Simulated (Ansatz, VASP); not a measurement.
# Cross-check of SiGe2 between VASP and Ansatz

One calculation is typed for both programs; each brings its own data sets and cutoff. How far apart do they land? The cell is generated by rule, not measured, and may not be a known phase. The cell is taken from a series of VASP runs on this material, whose earlier steps may have relaxed, scaled or displaced it; both programs get it as it stands.

Program: Ansatz 0.2.0. Level of theory: plane waves, with VASP 6.6.1 beside it; band structure at PBEsol, spin-orbit coupling. Results are calculated unless marked as measured.

The structure was built from a prototype and need not be the compound's stable phase.

### Step 1. The structure

Symmetry: Fm-3m, No. 225, cubic system. Conventional cell: a = 5.566 Å, b = 5.566 Å, c = 5.566 Å, α = 90.00°, β = 90.00°, γ = 90.00°. Nearest to Si lie 8 Ge at 2.41 Å. Nearest to Ge lie 4 Si at 2.41 Å. Farther neighbours are not listed.

As a file:

```xyz
3
Lattice="0.0000 2.7831 2.7831 2.7831 0.0000 2.7831 2.7831 2.7831 0.0000" Properties=species:S:1:pos:R:3 pbc="T T T"
Si    0.0000    0.0000    0.0000
Ge    1.3915    1.3915    1.3915
Ge    4.1746    4.1746    4.1746
```

### Step 2. VASP: band structure, PBEsol, spin-orbit coupling

With cell and atoms fixed, the geometry can't cause a difference; cores, projectors, grids and the points listed under the comparison can.

Lines of VASP's logs that name or quote its potential files are left out, and so is its time.

File INCAR:

```
SYSTEM = SiGe2
PREC = Accurate
ENCUT = 410
EDIFF = 1E-06
NELM = 100
ISMEAR = 0
SIGMA = 0.02
LREAL = .FALSE.
ALGO = Normal
GGA = PS
LNONCOLLINEAR = .TRUE.
MAGMOM = 0 0 0 0 0 0 0 0 0
NBANDS = 44
GGA_COMPAT = .FALSE.
LASPH = .TRUE.
LSORBIT = .TRUE.
LORBIT = 11
LWAVE = .FALSE.
LCHARG = .FALSE.
KPAR = 4
ISIF = 2
```

File POSCAR:

```
SiGe2
1.0
    0.0000000000      2.7830600000      2.7830600000
    2.7830600000      0.0000000000      2.7830600000
    2.7830600000      2.7830600000      0.0000000000
Si Ge
1 2
Direct
    0.0000000000      0.0000000000      0.0000000000
    0.2500000000      0.2500000000      0.2500000000
    0.7500000000      0.7500000000      0.7500000000
```

File KPOINTS:

```
Automatic mesh
0
Gamma
8 8 8
0 0 0
```

File KPOINTS_OPT:

```
Line mode
16
Line-mode
Reciprocal
  0.00000000   0.00000000   0.00000000 GAMMA
  0.50000000   0.00000000   0.50000000 X

  0.50000000   0.00000000   0.50000000 X
  0.50000000   0.25000000   0.75000000 W

  0.50000000   0.25000000   0.75000000 W
  0.37500000   0.37500000   0.75000000 K

  0.37500000   0.37500000   0.75000000 K
  0.00000000   0.00000000   0.00000000 GAMMA

  0.00000000   0.00000000   0.00000000 GAMMA
  0.50000000   0.50000000   0.50000000 L

  0.50000000   0.50000000   0.50000000 L
  0.62500000   0.25000000   0.62500000 U

  0.62500000   0.25000000   0.62500000 U
  0.50000000   0.25000000   0.75000000 W

  0.50000000   0.25000000   0.75000000 W
  0.50000000   0.50000000   0.50000000 L

  0.50000000   0.50000000   0.50000000 L
  0.37500000   0.37500000   0.75000000 K

  0.62500000   0.25000000   0.62500000 U
  0.50000000   0.00000000   0.50000000 X
```

PAW data sets: Si and Ge_d (PBE family, release 64).

On the command line:

```bash
> mpirun -np 4 vasp_ncl
```

Numbers of over 12 decimals in the logs are rounded to 6 here.

The program printed:

```text
[banner, memory and clock lines left out]
running    4 mpi-ranks, on    1 nodes
 distrk:  each k-point on    1 cores,    4 groups
 distr:  one band on    1 cores,    1 groups

 POSCAR found type information on POSCAR SiGe
 POSCAR found :  2 types and       3 ions
|                                                                             |
|               ----> ADVICE to this user running VASP <----                  |
|                                                                             |
|     You enforced a specific xc type in the INCAR file but a different       |
|     [... a line on the potential file left out ...]
|     I HOPE YOU KNOW WHAT YOU ARE DOING!                                     |
|                                                                             |

 LDA part: xc-table for (Slater+PW92), standard interpolation
 POSCAR, INCAR and KPOINTS ok, starting setup
 FFT: planning ... GRIDC
 FFT: planning ... GRID_SOFT
 FFT: planning ... GRID
 WAVECAR not read
 entering main loop
       N       E                     dE             d eps       ncg     rms          rms(c)
DAV:   1     0.268947586949E+03    0.26895E+03   -0.12339E+04  3196   0.353E+03
DAV:   2     0.353036719528E+02   -0.23364E+03   -0.22089E+03  2552   0.723E+02
DAV:   3    -0.111364152591E+02   -0.46440E+02   -0.44722E+02  2816   0.186E+02
DAV:   4    -0.136612309168E+02   -0.25248E+01   -0.24907E+01  3032   0.513E+01
DAV:   5    -0.137170769246E+02   -0.55846E-01   -0.55717E-01  3024   0.787E+00    0.566E+00
DAV:   6    -0.135126436478E+02    0.20443E+00   -0.14493E-01  3464   0.501E+00    0.316E+00
DAV:   7    -0.134392303222E+02    0.73413E-01   -0.92191E-02  3720   0.258E+00    0.533E-01
DAV:   8    -0.134359785448E+02    0.32518E-02   -0.11786E-02  3172   0.157E+00    0.323E-01
DAV:   9    -0.134359619615E+02    0.16583E-04   -0.68435E-04  3072   0.199E-01    0.901E-02
DAV:  10    -0.134359476599E+02    0.14302E-04   -0.17412E-04  3328   0.287E-01    0.320E-02
DAV:  11    -0.134359472887E+02    0.37121E-06   -0.12918E-05  3404   0.541E-02    0.567E-03
DAV:  12    -0.134359472070E+02    0.81746E-07   -0.46205E-06  3108   0.417E-02
   1 F= -.13435947E+02 E0= -.13435820E+02  d E =-.254798E-03  mag=     0.0000    -0.0000    -0.0000
 Start KPOINTS_OPT (optional k-point list driver)
k-point batch [1-29\160]
       N       E                     dE             ncg
DAV:   1     0.916487403336E+03   -0.19355E+05     3268
DAV:   2    -0.600552220043E+04   -0.69220E+04     2552
DAV:   3    -0.734450705478E+04   -0.13390E+04     2756
DAV:   4    -0.741572167464E+04   -0.71215E+02     3156
DAV:   5    -0.741736155512E+04   -0.16399E+01     3112
DAV:   6    -0.741741266771E+04   -0.51113E-01     3168
DAV:   7    -0.741741481937E+04   -0.21517E-02     3188
DAV:   8    -0.741741491967E+04   -0.10030E-03     3216
DAV:   9    -0.741741492526E+04   -0.55859E-05     2868
DAV:  10    -0.741741492554E+04   -0.28194E-06     2064
[...]
k-point batch [146-160\160]
       N       E                     dE             ncg
DAV:   1     0.138152319908E+05   -0.14971E+05     1656
DAV:   2     0.102669683003E+05   -0.35483E+04     1320
DAV:   3     0.959816143221E+04   -0.66881E+03     1492
DAV:   4     0.956639077107E+04   -0.31771E+02     1624
DAV:   5     0.956571706544E+04   -0.67371E+00     1576
DAV:   6     0.956569606837E+04   -0.20997E-01     1576
DAV:   7     0.956569506689E+04   -0.10015E-02     1648
DAV:   8     0.956569501510E+04   -0.51787E-04     1584
DAV:   9     0.956569501208E+04   -0.30200E-05     1568
DAV:  10     0.956569501193E+04   -0.15511E-06     1024
```

From OUTCAR (step 2):

```text
ion  position               nearest neighbor table
   1  0.000  0.000  0.000-   2 2.41   3 2.41   3 2.41   3 2.41   3 2.41   2 2.41   2 2.41   2 2.41

  LATTYP: Found a face centered cubic cell.
 ALAT       =     5.5661200000

 Subroutine GETGRP returns: Found 48 space group operations
 (whereof 48 operations were pure point group operations)

The static configuration has the point symmetry O_h .

 Found     29 irreducible k-points:

   k-points           NKPTS =     29   k-points in BZ     NKDIM =     29   number of bands    NBANDS=     44

   dimension x,y,z NGX =    28 NGY =   28 NGZ =   28
   dimension x,y,z NGXF=    56 NGYF=   56 NGZF=   56

   ENCUT  =  410.0 eV  30.13 Ry    5.49 a.u.   6.50  6.50  6.50*2*pi/ulx,y,z

   NELECT =      32.0000    total number of electrons

 k-points in reciprocal lattice and weights: Automatic mesh
   0.00000000  0.00000000  0.00000000       0.002
   0.12500000  0.00000000  0.00000000       0.016
   0.25000000  0.00000000  0.00000000       0.016
   0.37500000  0.00000000  0.00000000       0.016
   0.50000000  0.00000000  0.00000000       0.008
   0.12500000  0.12500000  0.00000000       0.012
   0.25000000  0.12500000  0.00000000       0.047
   0.37500000  0.12500000  0.00000000       0.047
   0.50000000  0.12500000  0.00000000       0.047
[...]
-0.37500000  0.50000000  0.12500000       0.023
  -0.25000000  0.50000000  0.25000000       0.012

 average (electrostatic) potential at core
       1 -79.6937       2 -69.2342       3 -69.2342

 E-fermi :   9.9947

 k-point     1 :       0.0000    0.0000    0.0000
  band No.  band energies     occupation
    ...
     32       8.4924      1.00000
     33       8.5684      1.00000
     34       8.5684      1.00000
     35       8.5684      1.00000
     36       8.5684      1.00000
     37      11.1680      0.00000
     38      11.1680      0.00000
     39      14.4372      0.00000
     40      14.4372      0.00000
     41      14.6582      0.00000
    ...

 k-point     2 :       0.1250    0.0000    0.0000
  band No.  band energies     occupation
    ...
     32       8.9563      1.00000
     33       9.0542      1.00000
     34       9.0542      1.00000
     35       9.8860      1.00000
     36       9.8860      1.00000
     37      12.5569      0.00000
     38      12.5569      0.00000
     39      13.4075      0.00000
     40      13.4075      0.00000
     41      13.4804      0.00000
    ...

 k-point     3 :       0.2500    0.0000    0.0000
  band No.  band energies     occupation
    ...
     30       6.9872      1.00000
     31       9.0928      1.00000
     32       9.0928      1.00000
     33       9.2238      1.00000
     34       9.2238      1.00000
     35      10.9130      0.00000
     36      10.9130      0.00000
     37      13.4490      0.00000
     38      13.4490      0.00000
     39      13.5008      0.00000
    ...

  Total        9.6653756      9.6653756      9.6653756     -0.0000000      0.0000000     -0.0000000
  in kB      359.1961025    359.1961025    359.1961025     -0.0000000      0.0000000     -0.0000000
  external PRESSURE =     359.1961025 kB  Pullay stress =       0.0000000 kB

  energy-cutoff  :      410.00
  volume of cell :       43.11
      direct lattice vectors                 reciprocal lattice vectors
     0.000000000  2.783060000  2.783060000    -0.179658362  0.179658362  0.179658362
     2.783060000  0.000000000  2.783060000     0.179658362 -0.179658362  0.179658362
     2.783060000  2.783060000  0.000000000     0.179658362  0.179658362 -0.179658362

 POSITION                                       TOTAL-FORCE (eV/Angst)
 -----------------------------------------------------------------------------------
      0.00000      0.00000      0.00000        -0.000000     -0.000000     -0.000000
      1.39153      1.39153      1.39153         0.000000      0.000000     -0.000000
      4.17459      4.17459      4.17459        -0.000000      0.000000      0.000000
 -----------------------------------------------------------------------------------
    total drift:                                0.000000      0.000000      0.000000

  FREE ENERGIE OF THE ION-ELECTRON SYSTEM (eV)
  ---------------------------------------------------
  free  energy   TOTEN  =       -13.4359472070 eV

  energy  without entropy=      -13.4356924090  energy(sigma->0) =      -13.43581981

 Spin-Orbit-Coupling matrix elements
 Ion:    1  E_soc:     -0.0003572
 Ion:    2  E_soc:     -0.0174013
 Ion:    3  E_soc:     -0.0174013

 total charge
# of ion       s       p       d       tot
------------------------------------------
    1        0.801   0.909   0.000   1.710
    2        1.216   1.244  10.127  12.586
    3        1.216   1.244  10.127  12.586
--------------------------------------------------
tot          3.233   3.396  20.253  26.882

 magnetization (x)
# of ion       s       p       d       tot
------------------------------------------
    1        0.000   0.000   0.000   0.000
    2       -0.000   0.000   0.000  -0.000
    3        0.000   0.000   0.000   0.000
--------------------------------------------------
tot         -0.000   0.000   0.000   0.000

 magnetization (y)
# of ion       s       p       d       tot
------------------------------------------
    1       -0.000   0.000   0.000   0.000
    2        0.000   0.000   0.000   0.000
    3       -0.000   0.000   0.000  -0.000
--------------------------------------------------
tot         -0.000   0.000   0.000   0.000

 magnetization (z)
# of ion       s       p       d       tot
------------------------------------------
    1       -0.000   0.000   0.000  -0.000
    2        0.000   0.000   0.000   0.000
    3        0.000   0.000   0.000   0.000
--------------------------------------------------
tot          0.000   0.000   0.000   0.000

[... 3 further parts left out ...]
```

The run ends at a pressure of 35.92 GPa.

(Part 1 of 2 ends here.)

[Lines on the potential files, build, host, timing and source positions are cut from VASP's logs without a mark.]

[Logs are printed without paths, hosts, clocks, repeated set-up lines and the standing remarks that a program may print on its own settings, such as how far it seeks lower states.]

[Hosts, paths, dates, database ids (printed as entryN), source tags and the programs' standing remarks are cut or masked in the printed files.]
